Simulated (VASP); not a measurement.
```
CELL_PARAMETERS angstrom
      5.65750     0.00000     0.00000
      0.00000     5.65750     0.00000
      0.00000     0.00000     5.65750
ATOMIC_POSITIONS crystal
  Cs 0.00000 0.00000 0.00000
  Sn 0.50000 0.50000 0.50000
  Br 0.50000 0.00000 0.50000
  Br 0.00000 0.50000 0.50000
  Br 0.50000 0.50000 0.00000
```

Computed with LDA (Ceperley-Alder, Perdew-Zunger), VASP's LDA PAW potentials (set 64) (plane waves; VASP 6.6.1). Run with 400 eV cut-off, Gaussian smearing of 0.050 eV, potentials Cs_sv Sn_d Br.

Give the energies of bands 13 to 25 at the high-symmetry points, in eV from the Fermi level.

```tsv
band	Γ	X	M	R
13	-6.62	-8.02	-8.95	-9.50
14	-6.14	-6.05	-5.86	-4.51
15	-6.14	-6.05	-4.83	-4.51
16	-6.14	-4.46	-3.99	-4.51
17	-3.65	-3.85	-3.99	-3.89
18	-3.65	-3.85	-3.97	-3.89
19	-3.65	-3.84	-3.97	-3.04
20	-3.46	-3.63	-3.89	-3.04
21	-3.46	-3.63	-3.05	-3.04
22	-3.46	-2.26	-1.06	0.00
23	1.46	1.19	0.65	0.00
24	2.40	3.06	0.65	0.00
25	2.40	3.65	3.75	0.11
```

It has no gap at this level: it comes out as a metal or semimetal.

The structure comes from a computed database's CsSnBr3 entry (Pm-3m); how it stands against other phases isn't given here. It was relaxed first, which changed the volume by -9 %.
